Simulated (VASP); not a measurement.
Calculation: PBEsol GGA, VASP's PBE PAW potentials (set 64) (plane waves; VASP).

A VASP calculation is set up with these files.

**INCAR**
```
SYSTEM  =  Be3CdSe4
PREC  =  Accurate; ENCUT  =  400; LREAL  =  .FALSE.
LASPH  =  .TRUE.; ICHARG  =  11
EDIFF  =  1E-7; NELM  =  100; ALGO  =  Normal
LMAXMIX  =  4
ISMEAR  =  0; SIGMA  =  0.05
GGA  =  PS
LWAVE  =  .FALSE.; LCHARG  =  .FALSE.; LORBIT  =  11
```

**KPOINTS**
```
k-points along high-symmetry lines
15
Line-mode
Reciprocal
  0.000000   0.000000   0.000000 ! GAMMA
  0.000000   0.500000   0.000000 ! X

  0.000000   0.500000   0.000000 ! X
  0.500000   0.500000   0.000000 ! M

  0.500000   0.500000   0.000000 ! M
  0.000000   0.000000   0.000000 ! GAMMA

  0.000000   0.000000   0.000000 ! GAMMA
  0.500000   0.500000   0.500000 ! R

  0.500000   0.500000   0.500000 ! R
  0.000000   0.500000   0.000000 ! X

  0.500000   0.500000   0.500000 ! R
  0.500000   0.500000   0.000000 ! M
```

**POSCAR**
```
Be3CdSe4
10.7683270
  0.5000000213   0.0000000000   0.0000000000
  0.0000000000   0.5000000213   0.0000000000
  0.0000000000   0.0000000000   0.5000000213
Cd Se Be
1 4 3
Cartesian
  0.0000000000   0.0000000000   0.0000000000
  0.1361930840   0.1361930840   0.1361930840
  0.3638069372   0.3638069372   0.1361930840
  0.3638069372   0.1361930840   0.3638069372
  0.1361930840   0.3638069372   0.3638069372
  0.2500000106   0.2500000106   0.0000000000
  0.2500000106   0.0000000000   0.2500000106
  0.0000000000   0.2500000106   0.2500000106
```

POTCAR, in this order: Cd Se Be (PBE.64 set). Program: vasp_std. Read from the step before: CHGCAR.

The resulting files:

OUTCAR:
```
 ion  position               nearest neighbor table
   1  0.000  0.000  0.000-   2 2.54   3 2.54   4 2.54   5 2.54
   2  0.272  0.272  0.272-   6 2.27   7 2.27   8 2.27   1 2.54
   3  0.728  0.728  0.272-   6 2.27   7 2.27   8 2.27   1 2.54
   4  0.728  0.272  0.728-   6 2.27   7 2.27   8 2.27   1 2.54
   5  0.272  0.728  0.728-   6 2.27   7 2.27   8 2.27   1 2.54
   6  0.500  0.500  0.000-   2 2.27   3 2.27   4 2.27   5 2.27
   7  0.500  0.000  0.500-   2 2.27   3 2.27   4 2.27   5 2.27
   8  0.000  0.500  0.500-   2 2.27   3 2.27   4 2.27   5 2.27
  LATTYP: Found a simple cubic cell.
 ALAT       =     5.3841637292
 Subroutine PRICEL returns:
 Original cell was already a primitive cell.
 Subroutine GETGRP returns: Found 24 space group operations
The static configuration has the point symmetry T_d .
The dynamic configuration has the point symmetry T_d .
 Subroutine INISYM returns: Found 24 space group operations
   k-points           NKPTS =     90   k-points in BZ     NKDIM =     90   number of bands    NBANDS=     26
   number of dos      NEDOS =    301   number of ions     NIONS =      8
   total plane-waves  NPLWV =  46656
   dimension x,y,z NGX =    36 NGY =   36 NGZ =   36
   dimension x,y,z NGXF=    72 NGYF=   72 NGZF=   72
   ions per type =               1   4   3
   PREC   = accura    normal or accurate (medium, high low for compatibility)
   ISTART =      0    job   : 0-new  1-cont  2-samecut
...
```

File OSZICAR:
```
       N       E                     dE             d eps       ncg     rms          rms(c)
DAV:   1     0.200716379667E+03    0.20072E+03   -0.16188E+04  4680   0.114E+03
DAV:   2    -0.174934812363E+02   -0.21821E+03   -0.21314E+03  5708   0.255E+02
DAV:   3    -0.325103280648E+02   -0.15017E+02   -0.14941E+02  5906   0.717E+01
DAV:   4    -0.327057886206E+02   -0.19546E+00   -0.19505E+00  5854   0.800E+00
DAV:   5    -0.327082896114E+02   -0.25010E-02   -0.25001E-02  6014   0.844E-01
DAV:   6    -0.327083263551E+02   -0.36744E-04   -0.36740E-04  5944   0.964E-02
DAV:   7    -0.327083273712E+02   -0.10161E-05   -0.10160E-05  5986   0.138E-02
DAV:   8    -0.327083274073E+02   -0.36152E-07   -0.36141E-07  5142   0.216E-03
   1 F= -.32708327E+02 E0= -.32708327E+02  d E =-.213362E-12
```

### OUTCAR
```
 val. band max:        2.6230322261   @ k =   0.0000   0.0000   0.0000

 cond. band min:       5.2470583964   @ k =   0.0000   0.0714   0.0000



 k-point     1 :       0.0000    0.0000    0.0000
  band No.  band energies     occupation
      1     -10.9534      2.00000
      2      -9.5135      2.00000
      3      -9.5135      2.00000
      4      -9.5135      2.00000
      5      -5.0550      2.00000
      6      -5.0550      2.00000
      7      -5.0127      2.00000
      8      -5.0127      2.00000
      9      -5.0127      2.00000
     10      -2.3404      2.00000
     11      -2.1962      2.00000
     12      -2.1962      2.00000
     13      -0.0217      2.00000
     14      -0.0217      2.00000
     15      -0.0217      2.00000
     16       0.0912      2.00000
     17       0.0912      2.00000
     18       0.0912      2.00000
     19       2.6230      2.00000
     20       2.6230      2.00000
     21       2.6230      2.00000
     22       5.2678      0.00000
     23       5.2678      0.00000
     24       5.2678      0.00000
     25       5.2857      0.00000
     26       5.8139      0.00000

 k-point     2 :       0.0000    0.0357    0.0000
  band No.  band energies     occupation
      1     -10.9501      2.00000
      2      -9.5188      2.00000
      3      -9.5133      2.00000
      4      -9.5133      2.00000
      5      -5.0560      2.00000
      6      -5.0545      2.00000
      7      -5.0133      2.00000
      8      -5.0122      2.00000
      9      -5.0122      2.00000
     10      -2.3309      2.00000
     11      -2.1942      2.00000
     12      -2.1878      2.00000
     13      -0.0349      2.00000
     14      -0.0349      2.00000
     15      -0.0284      2.00000
     16       0.0788      2.00000
     17       0.1005      2.00000
     18       0.1005      2.00000
     19       2.5875      2.00000
     20       2.6166      2.00000
     21       2.6166      2.00000
     22       5.2492      0.00000
     23       5.2842      0.00000
...
```

The density is held fixed in this step, so its total energy and stress have no physical meaning.

The structure was generated: Be3CdSe4 was put into an ordered model structure (P-43m), which need not be its known phase. It was relaxed first.
